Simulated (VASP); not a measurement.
Output of a VASP run:

File OUTCAR:
```
 ion  position               nearest neighbor table
   1  0.667  0.333  0.500-   4 1.96   4 1.96   4 1.96   3 1.97
   2  0.333  0.667  0.000-   3 1.96   3 1.96   3 1.96   4 1.97
   3  0.667  0.333  0.877-   2 1.96   2 1.96   2 1.96   1 1.97
   4  0.333  0.667  0.377-   1 1.96   1 1.96   1 1.96   2 1.97
  LATTYP: Found a hexagonal cell.
 ALAT       =     3.2146540333
 C/A-ratio  =     1.6289393754
 Subroutine PRICEL returns:
 Original cell was already a primitive cell.
 Subroutine GETGRP returns: Found 12 space group operations
The static configuration has the point symmetry C_3v.
 The point group associated with its full space group is C_6v.
The dynamic configuration has the point symmetry C_3v.
The overall configuration has the point symmetry C_3v.
 Subroutine INISYM returns: Found 12 space group operations
 Subroutine IBZKPT returns following result:
 Found     28 irreducible k-points:

 Following reciprocal coordinates:
            Coordinates               Weight
  0.000000  0.000000  0.000000      1.000000
  0.166667  0.000000  0.000000      6.000000
  0.333333 -0.000000  0.000000      6.000000
  0.500000  0.000000  0.000000      3.000000
  0.166667  0.166667  0.000000      6.000000
  0.333333  0.166667  0.000000     12.000000
  0.333333  0.333333  0.000000      2.000000
  0.000000  0.000000  0.250000      1.000000
  0.000000  0.000000 -0.250000      1.000000
  0.166667  0.000000  0.250000      6.000000
 -0.166667  0.000000 -0.250000      6.000000
  0.333333 -0.000000  0.250000      6.000000
 -0.333333  0.000000 -0.250000      6.000000
  0.500000  0.000000  0.250000      3.000000
  0.500000  0.000000 -0.250000      3.000000
  0.166667  0.166667  0.250000      6.000000
 -0.166667 -0.166667 -0.250000      6.000000
  0.333333  0.166667  0.250000     12.000000
 -0.333333 -0.166667 -0.250000     12.000000
  0.333333  0.333333  0.250000      2.000000
 -0.333333 -0.333333 -0.250000      2.000000
  0.000000  0.000000  0.500000      1.000000
  0.166667  0.000000  0.500000      6.000000
  0.333333 -0.000000  0.500000      6.000000
  0.500000  0.000000  0.500000      3.000000
  0.166667  0.166667  0.500000      6.000000
  0.333333  0.166667  0.500000     12.000000
  0.333333  0.333333  0.500000      2.000000
   k-points           NKPTS =     28   k-points in BZ     NKDIM =     28   number of bands    NBANDS=     44
   number of dos      NEDOS =    301   number of ions     NIONS =      4
   total plane-waves  NPLWV =  20736
   dimension x,y,z NGX =    24 NGY =   24 NGZ =   36
   dimension x,y,z NGXF=    48 NGYF=   48 NGZF=   72
   ions per type =               2   2
   PREC   = accura    normal or accurate (medium, high low for compatibility)
   ISTART =      0    job   : 0-new  1-cont  2-samecut
   ICHARG =      2    charge: 1-file 2-atom 10-const
   ISPIN  =      1    spin polarized calculation?
   LNONCOLLINEAR =      T non collinear calculations
   LSORBIT =      T    spin-orbit coupling
   INIWAV =      1    electr: 0-lowe 1-rand  2-diag
   ENCUT  =  450.0 eV  33.07 Ry    5.75 a.u.   5.56  5.56  9.06*2*pi/ulx,y,z
   NELM   =    100;   NELMIN=  2; NELMDL= -5     # of ELM steps
   EDIFF  = 0.1E-05   stopping-criterion for ELM
   LREAL  =      F    real-space projection
   NLSPLINE    = F    spline interpolate recip. space projectors
   LMAXMIX     =    4 max onsite mixed and CHGCAR
   VOSKOWN=      0    Vosko Wilk Nusair interpolation
   EDIFFG = 0.1E-04   stopping-criterion for IOM
   NSW    =      0    number of steps for IOM
   NBLOCK =      1;   KBLOCK =      1    inner block; outer block
   IBRION =     -1    ionic relax: 0-MD 1-quasi-New 2-CG
   NFREE  =      0    steps in history (QN), initial steepest desc. (CG)
   ISIF   =      2    stress and relaxation
   ISYM   =      2    0-nonsym 1-usesym 2-fastsym
   TEIN   =    0.0    initial temperature
   TEBEG  =    0.0;   TEEND  =   0.0 temperature during run
   SMASS  =  -3.00    Nose mass-parameter (am)
   PSTRESS=    0.0 pullay stress
...
```

### OSZICAR
```
       N       E                     dE             d eps       ncg     rms          rms(c)
DAV:   1     0.378855155421E+03    0.37886E+03   -0.15437E+04  2636   0.279E+03
DAV:   2     0.455510388751E+02   -0.33330E+03   -0.32018E+03  2624   0.669E+02
DAV:   3    -0.227325415414E+02   -0.68284E+02   -0.66354E+02  2896   0.210E+02
DAV:   4    -0.280925102177E+02   -0.53600E+01   -0.53201E+01  3112   0.608E+01
DAV:   5    -0.282669797815E+02   -0.17447E+00   -0.17399E+00  3080   0.108E+01    0.108E+01
DAV:   6    -0.242055875686E+02    0.40614E+01   -0.14545E+01  4580   0.562E+01    0.303E+00
DAV:   7    -0.243606389352E+02   -0.15505E+00   -0.20334E+00  2684   0.112E+01    0.271E+00
DAV:   8    -0.243562170625E+02    0.44219E-02   -0.26074E-01  3716   0.810E+00    0.758E-01
DAV:   9    -0.243379523066E+02    0.18265E-01   -0.94058E-02  3832   0.529E+00    0.301E-01
DAV:  10    -0.243388321283E+02   -0.87982E-03   -0.77550E-03  2832   0.841E-01    0.149E-01
DAV:  11    -0.243389568597E+02   -0.12473E-03   -0.53136E-04  3236   0.331E-01    0.541E-02
DAV:  12    -0.243389409689E+02    0.15891E-04   -0.23824E-04  4232   0.203E-01    0.170E-02
DAV:  13    -0.243389443743E+02   -0.34054E-05   -0.56735E-05  2776   0.821E-02    0.123E-02
DAV:  14    -0.243389439026E+02    0.47162E-06   -0.77250E-06  2636   0.263E-02
   1 F= -.24338944E+02 E0= -.24338944E+02  d E =-.813445E-17  mag=     0.0000    -0.0000     0.0000
```

**OUTCAR**
```
------------------------ aborting loop because EDIFF is reached ----------------------------------------
  FORCE on cell =-STRESS in cart. coord.  units (eV):
  Direction    XX          YY          ZZ          XY          YZ          ZX
  --------------------------------------------------------------------------------------
  Total       -0.0330541     -0.0330541     -0.0473681      0.0000000      0.0000000      0.0000000
  in kB       -1.1300487     -1.1300487     -1.6194139      0.0000000      0.0000000      0.0000000
  external PRESSURE =      -1.2931704 kB  Pullay stress =       0.0000000 kB
  volume of cell :       46.86
      direct lattice vectors                 reciprocal lattice vectors
     1.607327034 -2.783972047  0.000000000     0.311075462 -0.179599504  0.000000000
     1.607327034  2.783972047  0.000000000     0.311075462  0.179599504  0.000000000
     0.000000000  0.000000000  5.236476533     0.000000000  0.000000000  0.190968105
  FREE ENERGIE OF THE ION-ELECTRON SYSTEM (eV)
  ---------------------------------------------------
  free  energy   TOTEN  =       -24.3389439026 eV

  energy  without entropy=      -24.3389439026  energy(sigma->0) =      -24.33894390

 Ion:    1  E_soc:     -0.0106091

 Ion:    2  E_soc:     -0.0106091

 Ion:    3  E_soc:     -0.0000940

 Ion:    4  E_soc:     -0.0000940
```
(Selected blocks of OUTCAR.)

POSCAR:
```
GaN
1
    1.6073270335    -2.7839720475     0.0000000000
    1.6073270335     2.7839720475     0.0000000000
    0.0000000000     0.0000000000     5.2364765332
Ga N
2 2
Direct
  0.6666670000   0.3333330000   0.5000849827
  0.3333330000   0.6666670000   0.0000849827
  0.6666670000   0.3333330000   0.8769150173
  0.3333330000   0.6666670000   0.3769150173
```

Question: Reconstruct the remaining input files.

Answer: Several could match; the one computed here: the input of the run itself, PBE GGA with spin-orbit coupling, plane waves, VASP's PBE PAW potentials (set 64).

**KPOINTS**
```
Automatic mesh
0
G
6 6 4
0 0 0
```

INCAR:
```
SYSTEM = GaN
PREC = Accurate
ENCUT = 450
EDIFF = 1E-6
NELM = 100
ALGO = Normal
LREAL = .FALSE.
LASPH = .TRUE.
ISMEAR = 0
SIGMA = 0.05
GGA = PE
LMAXMIX = 4
LWAVE = .TRUE.
LCHARG = .FALSE.
LSORBIT = .TRUE.
MAGMOM = 0 0 0 0 0 0 0 0 0 0 0 0
GGA_COMPAT = .FALSE.
```

POTCAR, in this order: Ga_d N (PBE.64 set). Program: vasp_ncl.

At this cut-off the stress carries a Pulay error, which pulls relaxed volumes low.

The compound is GaN in the wurtzite structure. It was relaxed first.
